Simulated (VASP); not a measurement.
Output of a VASP run:

### OSZICAR
```
       N       E                     dE             d eps       ncg     rms          rms(c)
DAV:   1     0.323442218603E+03    0.32344E+03   -0.19939E+04 16015   0.400E+03
DAV:   2     0.191811575305E+02   -0.30426E+03   -0.30114E+03 12377   0.647E+02
DAV:   3    -0.175988955357E+02   -0.36780E+02   -0.36228E+02 13932   0.172E+02
DAV:   4    -0.188922851240E+02   -0.12934E+01   -0.12814E+01 14341   0.342E+01
DAV:   5    -0.189193286511E+02   -0.27044E-01   -0.27025E-01 15757   0.509E+00    0.959E+00
DAV:   6    -0.187126850675E+02    0.20664E+00   -0.45757E+00 12636   0.125E+01    0.429E+00
DAV:   7    -0.185482435681E+02    0.16444E+00   -0.13420E+00 12822   0.796E+00    0.310E+00
DAV:   8    -0.185199804154E+02    0.28263E-01   -0.14055E-01 14861   0.292E+00    0.373E-01
DAV:   9    -0.185183004368E+02    0.16800E-02   -0.96430E-03 14985   0.111E+00    0.188E-01
DAV:  10    -0.185180753533E+02    0.22508E-03   -0.14467E-03 16656   0.602E-01    0.481E-02
DAV:  11    -0.185180700517E+02    0.53016E-05   -0.12541E-04 13223   0.855E-02    0.184E-02
DAV:  12    -0.185180725691E+02   -0.25174E-05   -0.58656E-06 13814   0.220E-02    0.370E-03
DAV:  13    -0.185180726308E+02   -0.61701E-07   -0.36627E-07 12790   0.994E-03
   1 F= -.18518073E+02 E0= -.18518073E+02  d E =0.000000E+00
```

**OUTCAR**
```
------------------------ aborting loop because EDIFF is reached ----------------------------------------
  FORCE on cell =-STRESS in cart. coord.  units (eV):
  Direction    XX          YY          ZZ          XY          YZ          ZX
  --------------------------------------------------------------------------------------
  Total       -0.0086763     -0.0086763      0.1235642      0.0000000     -0.0000000      0.0000000
  in kB       -0.3056738     -0.3056738      4.3532653      0.0000000     -0.0000000      0.0000000
  external PRESSURE =       1.2473059 kB  Pullay stress =       0.0000000 kB
  volume of cell :       45.48
      direct lattice vectors                 reciprocal lattice vectors
    -1.680687876  1.680687876  4.024889789     0.000000000  0.297497237  0.124227004
     1.680687876 -1.680687876  4.024889789     0.297497237  0.000000000  0.124227004
     1.680687876  1.680687876 -4.024889789     0.297497237  0.297497237  0.000000000
 POSITION                                       TOTAL-FORCE (eV/Angst)
 -----------------------------------------------------------------------------------
      0.00000      0.00000      0.00000        -0.000000     -0.000000     -0.000000
      0.00000      0.00000      2.72491        -0.000000     -0.000000     -0.030515
      0.00000      0.00000      5.32487         0.000000      0.000000      0.030515
 -----------------------------------------------------------------------------------
    total drift:                               -0.000000     -0.000000      0.000000
  FREE ENERGIE OF THE ION-ELECTRON SYSTEM (eV)
  ---------------------------------------------------
  free  energy   TOTEN  =       -18.5180726308 eV

  energy  without entropy=      -18.5180726308  energy(sigma->0) =      -18.51807263

 total charge

# of ion       s       p       d       tot
------------------------------------------
    1        0.295   6.228   7.313  13.836
    2        1.196   1.068  10.073  12.337
    3        1.196   1.068  10.073  12.337
--------------------------------------------------
tot          2.687   8.364  27.458  38.510

 Electric field gradients after diagonalization (V/A^2)
 (convention: |V_zz| > |V_xx| > |V_yy|)
----------------------------------------------------------------------
 ion       V_xx      V_yy      V_zz     asymmetry (V_yy - V_xx)/ V_zz
----------------------------------------------------------------------
   1       6.744     6.735   -13.479       0.001
   2       5.266     5.255   -10.520       0.001
   3       5.266     5.255   -10.520       0.001
```
(Selected blocks of OUTCAR.)

### POSCAR
```
Ge2Rh
1
   -1.6806878755     1.6806878755     4.0248897891
    1.6806878755    -1.6806878755     4.0248897891
    1.6806878755     1.6806878755    -4.0248897891
Rh Ge
1 2
Direct
  0.0000000000   0.0000000000   1.0000000000
  0.3385073491   0.3385073491   0.0000000000
  0.6614926509   0.6614926509   0.0000000000
```

Problem. Reconstruct the remaining input files.

Solution. One answer among several that fit: the input of the run itself, PBEsol GGA, plane waves, VASP's PBE PAW potentials (set 64).

### KPOINTS
```
K-points
0
gamma
  14 14 14
0 0 0
```

### INCAR
```
SYSTEM  =  Ge2Rh
PREC  =  Accurate; ENCUT  =  400; LREAL  =  .FALSE.
LASPH  =  .TRUE.
EDIFF  =  1E-7; NELM  =  100; ALGO  =  Normal
LMAXMIX  =  4
ISMEAR  =  -5
GGA  =  PS
ISIF  =  2
LWAVE  =  .FALSE.; LCHARG  =  .TRUE.; LORBIT  =  11
NEDOS  =  601
LEFG  =  .TRUE.
```

POTCAR, in this order: Rh_pv Ge_d (PBE.64 set). Program: vasp_std.

For a metal the tetrahedron method with Blöchl corrections gives inexact stress and forces.

The structure was generated: Ge2Rh was put into the MoSi2 type (I4/mmm), which need not be its known phase. It was relaxed first, which changed the volume by +13 %. The electron count is odd and the run is not spin-polarised, which forces a metal.
